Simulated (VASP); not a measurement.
A convergence study with VASP on NiAl (space group no. 221 when undisturbed): a few settings are varied, all else stays as given below, so the limit is that of these other settings. One atom is moved off its site, so that forces are finite.

```
AlNi
1.0
    2.88133     0.00000     0.00000
    0.00000     2.88133     0.00000
    0.00000     0.00000     2.88133
Al Ni
1 1
Cartesian
  1.44067   1.44067   1.49066
  0.00000   0.00000   0.00000
```

All values below come from LDA (Ceperley-Alder, Perdew-Zunger), VASP's LDA PAW potentials (set 64) (plane waves; VASP 6.6.1). The last row used: 300 eV cut-off, 18×18×18 Γ-centred mesh, first-order Methfessel-Paxton smearing of 0.010 eV, potentials Al Ni.

```tsv
setting	E (eV/atom)	pressure (GPa)	irreducible k-points
SIGMA = 1.0	-6.0875	-8.55	550
SIGMA = 0.5	-6.0814	-7.98	550
SIGMA = 0.3	-6.0822	-7.98	550
SIGMA = 0.2	-6.0822	-7.97	550
SIGMA = 0.1	-6.0823	-7.94	550
SIGMA = 0.05	-6.0823	-7.93	550
SIGMA = 0.02	-6.0823	-7.93	550
SIGMA = 0.01	-6.0823	-7.93	550
```

Left out are rungs that failed or repeat a setting and relaxations that didn't move; long series are thinned to 24 rows.

The structure is a typed NiAl crystal (space group no. 221). The cell was not relaxed at this level, it is distorted from the ideal structure. The run is not spin-polarised, so no magnetic state was tried. The electron count is odd and the run is not spin-polarised, which forces a metal.
